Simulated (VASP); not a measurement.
VASP input:

File KPOINTS:
```
Automatic mesh
0
Gamma
8 8 7
0 0 0
```

### INCAR
```
SYSTEM = ZrB2
PREC = Accurate
ENCUT = 520
EDIFF = 1E-6
NELM = 100
ALGO = Normal
LREAL = .FALSE.
LASPH = .TRUE.
ISMEAR = 1
SIGMA = 0.1
GGA = PE
LMAXMIX = 4
LWAVE = .FALSE.
LCHARG = .FALSE.
ISIF = 2
NBANDS = 7
```

### POSCAR
```
ZrB2
1
    1.5850000000    -2.7453010000     0.0000000000
    1.5850000000     2.7453010000     0.0000000000
    0.0000000000     0.0000000000     3.5300000000
Zr B
1 2
Direct
  0.0000000000   0.0000000000   0.0000000000
  0.3333330000   0.6666670000   0.5000000000
  0.6666670000   0.3333330000   0.5000000000
```

POTCAR, in this order: Zr_sv B (PBE.64 set). Program: vasp_std.

What VASP printed:

File standard output:
```
 POSCAR found type information on POSCAR ZrB
 POSCAR found :  2 types and       3 ions
 Reading from existing POTCAR
 Reading from existing POTCAR
 LDA part: xc-table for (Slater+PW92), standard interpolation

 -----------------------------------------------------------------------------
|                                                                             |
|     EEEEEEE  RRRRRR   RRRRRR   OOOOOOO  RRRRRR      ###     ###     ###     |
|     E        R     R  R     R  O     O  R     R     ###     ###     ###     |
|     E        R     R  R     R  O     O  R     R     ###     ###     ###     |
|     EEEEE    RRRRRR   RRRRRR   O     O  RRRRRR       #       #       #      |
|     E        R   R    R   R    O     O  R   R                               |
|     E        R    R   R    R   O     O  R    R      ###     ###     ###     |
|     EEEEEEE  R     R  R     R  OOOOOOO  R     R     ###     ###     ###     |
|                                                                             |
|     The number of bands is not sufficient to hold all electrons. I am       |
|     sorry, but this calculation does not make sense. If you want to         |
|     calculate only selected states, you need to set either EFERMI or        |
|     EREF. EREF specifies around which energy states are supposed to be      |
|     calculated.                                                             |
|     I found NBANDS = 7, NELECT = 18.                                        |
|                                                                             |
|       ---->  I REFUSE TO CONTINUE WITH THIS SICK JOB ... BYE!!! <----       |
|                                                                             |
 -----------------------------------------------------------------------------
```

Q: Read the log: what went wrong, and how is it fixed?

A: The cause: NBANDS is too small to hold all electrons. VASP stops with an error: The number of bands is not sufficient to hold all electrons. I am sorry, but this calculation does not make sense. If you want to calculate only selected states, you need to set either EFERMI or EREF. EREF specifies around which energy states are supposed to be calculated. I found NBANDS = 7, NELECT = 18. ----> I REFUSE TO CONTINUE WITH THIS SICK JOB ... BYE!!! <---- To mend it, remove NBANDS.

The mended run (PBE GGA, plane waves, VASP's PBE PAW potentials (set 64)) converges, and its OSZICAR ends with
```
   1 F= -.24976127E+02 E0= -.24975978E+02  d E =-.448288E-03
```

The compound is ZrB2 in the AlB2 type structure. The cell was not relaxed at this level.
